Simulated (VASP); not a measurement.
Consider the following.

```
In3Rh2Ti3
1.0
    7.28148     0.00000     0.00000
   -3.64074     6.30595     0.00000
    0.00000     0.00000     3.07417
Ti In Rh
3 3 2
Direct
  0.41894   0.00000   0.50000
  0.58107   0.58107   0.50000
  0.00000   0.41894   0.50000
  0.76328   0.00000   0.00000
  0.23672   0.23672   0.00000
  0.00000   0.76328   0.00000
  0.33333   0.66667   0.00000
  0.66667   0.33333   0.00000
```

Level of theory: PBEsol GGA, VASP's PBE PAW potentials (set 64) (plane waves; VASP). Settings: 300 eV cut-off, 3×3×6 Γ-centred mesh, Fermi-Dirac smearing of 0.10 eV, potentials Ti_sv In_d Rh_pv.

At this cut-off the stress carries a Pulay error, which pulls relaxed volumes low. Energy and stress use the plane-wave basis of the starting cell.

The ions, cell shape and volume are relaxed. Give the cell that the relaxation ends in.

```
In3Rh2Ti3
1.0
    7.24702     0.00000     0.00000
   -3.62351     6.27611     0.00000
    0.00000     0.00000     3.01597
Ti In Rh
3 3 2
Direct
  0.41582   0.00000   0.50000
  0.58418   0.58418   0.50000
  0.00000   0.41582   0.50000
  0.76332   0.00000   0.00000
  0.23668   0.23668   0.00000
  0.00000   0.76332   0.00000
  0.33333   0.66667   0.00000
  0.66667   0.33333   0.00000
```
Space group P-62m (189), at a tolerance of 0.03 Å.

How do energy and volume change from the first to the last step?

The energy (σ→0) changes by -5.7 meV/atom and the volume by -2.8 %, in 13 ionic steps.

The structure comes from a computed database's Ti3In3Rh2 entry; how it stands against other phases isn't given here. This run relaxes it. Symmetry was kept, so distortions that lower it aren't found. The k-mesh is coarse (spacing up to 0.35 per Å, 2π included), so the numbers may not be converged in it. The run is one of a series of settings (EDIFFG = -0.01, IBRION = 2, ISIF = 3, NSW = 50 against the base run), some of them coarse on purpose. The electron count is odd and the run is not spin-polarised, which forces a metal.
